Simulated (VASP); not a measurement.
Ti2SnTe2:

```
Ti Sn Te
1.0
     4.55558    0.00000    0.00000
    -2.27779    3.94525    0.00000
     0.00000    0.00000    7.92548
Ti Sn Te
2 1 2
Direct
  0.66667 0.33333 0.22640
  0.66667 0.33333 0.77360
  0.00000 0.00000 0.50000
  0.00000 0.00000 0.00000
  0.33333 0.66667 0.50000
```

The cell was built by a generator and needn't be a form met in nature.

- Program: VASP 6.6.1
- Task: relaxation of cell and atoms
- Functional: PBE
- Potentials or basis: VASP PAW PBE potentials, release 64 (Ti_sv, Sn_d, Te)
- Cutoff: 520 eV
- k mesh: 4 × 4 × 2
- Occupations: gaussian, width 0.15 eV
- Spin: no spin polarisation

At the start: pressure 0.1 GPa; volume 28.49 Å³/atom.

How do energy, volume and symmetry change on relaxing?

Over 20 steps the energy falls by 626.6 meV/atom and the volume is 26.50 Å³/atom (-7.0 %); space group P-6m2 (No. 187, to 0.05 Å).

Step by step:
```csv
step,energy change (eV),largest force (eV/Å),pressure (GPa),volume (Å³)
1,0.0000,0.0883,0.08,142.44
2,-1.1940,0.2856,-2.78,141.69
3,-1.8287,0.6206,-2.08,132.46
4,-2.2762,0.2106,-3.39,138.88
5,-2.2493,0.5978,-3.22,135.18
6,-2.3883,0.3318,-3.89,137.49
7,-2.4453,0.8480,2.29,121.46
8,-2.5171,0.6848,-0.56,127.98
9,-2.5892,0.5920,0.42,124.78
10,-2.5940,0.6055,1.08,123.67
11,-2.6676,0.7005,0.33,124.86
12,-2.9621,0.9060,-0.27,128.47
13,-2.5869,3.1959,2.47,135.91
14,-3.0809,0.5665,-0.64,130.16
15,-3.1059,0.3933,0.58,132.30
16,-3.1166,0.0144,-0.13,131.47
17,-3.0796,0.7465,1.37,132.35
18,-3.1282,0.1837,0.30,131.79
19,-3.1219,0.2426,-0.64,133.58
20,-3.1328,0.0077,-0.14,132.48
```

Final structure:
```yaml
crystal:
  lattice:
    - [4.93677, 0.00000, 0.00000]
    - [-2.46838, 4.27536, 0.00000]
    - [0.00000, 0.00000, 6.27665]
  atoms:
    - { symbol: Ti, position: [0.66667, 0.33333, 0.29975] }
    - { symbol: Ti, position: [0.66667, 0.33333, 0.70025] }
    - { symbol: Sn, position: [0.00000, 0.00000, 0.50000] }
    - { symbol: Te, position: [0.00000, 0.00000, 0.00000] }
    - { symbol: Te, position: [0.33333, 0.66667, 0.50000] }
```

Caveat: the k mesh is coarse (spacing up to 0.40 Å⁻¹), so the values aren't converged.
